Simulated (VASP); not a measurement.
These are LDA (Ceperley-Alder, Perdew-Zunger), VASP's LDA PAW potentials (set 64) (plane waves; VASP 6.6.1) values and carry that method's errors.

VASP input:

### KPOINTS
```
Automatic
0
G
  7 7 7
0 0 0
```

POSCAR:
```
Li2Se
1
    0.0000000000     2.7524603511     2.7524603511
    2.7524603511     0.0000000000     2.7524603511
    2.7524603511     2.7524603511     0.0000000000
Li Se
2 1
Direct
  0.2500000000   0.2500000000   0.2500000000
  0.7500000000   0.7500000000   0.7500000000
  0.0000000000   0.0000000000   0.0000000000
```

### INCAR
```
ALGO = Normal
EDIFF = 1E-6
EDIFFG = -0.02
ENCUT = 620
IBRION = 2
ISIF = 3
ISMEAR = 0
LASPH = .True.
LCHARG = .False.
LMAXMIX = 4
LREAL = .False.
LWAVE = .False.
NELM = 100
NSW = 40
PREC = Accurate
PSTRESS = 200
SIGMA = 0.05
SYSTEM = Li2Se
```

POTCAR, in this order: Li_sv Se (LDA.64 set). Program: vasp_std.

Energy and stress use the plane-wave basis of the starting cell.

**Question.** Predict the energy per atom (σ→0), volume per atom.

**Answer.** 
```
Item                            Value
---------------------  --------------
energy per atom (σ→0)  -3.849 eV/atom
volume per atom         12.44 Å³/atom
```

OSZICAR:
```
...
DAV:   1    -0.115555317910E+02   -0.90267E-01   -0.16546E-01   426   0.343E+00    0.579E-01
DAV:   2    -0.115501735591E+02    0.53582E-02   -0.25002E-02   532   0.121E+00    0.338E-01
DAV:   3    -0.115482821831E+02    0.18914E-02   -0.47474E-03   430   0.437E-01    0.140E-01
DAV:   4    -0.115482012611E+02    0.80922E-04   -0.31206E-04   604   0.123E-01    0.594E-02
DAV:   5    -0.115481908745E+02    0.10387E-04   -0.47409E-05   728   0.506E-02    0.201E-02
DAV:   6    -0.115481878923E+02    0.29822E-05   -0.43460E-06   514   0.243E-02    0.410E-03
DAV:   7    -0.115481879453E+02   -0.53002E-07   -0.91019E-07   272   0.958E-03
   3 F= -.68883348E+01 E0= -.68883348E+01  d E =-.146708E+00
```

The compound is Li2Se in the antifluorite structure. This run relaxes it under an external pressure of 20 GPa. Symmetry was kept, so distortions that lower it aren't found.
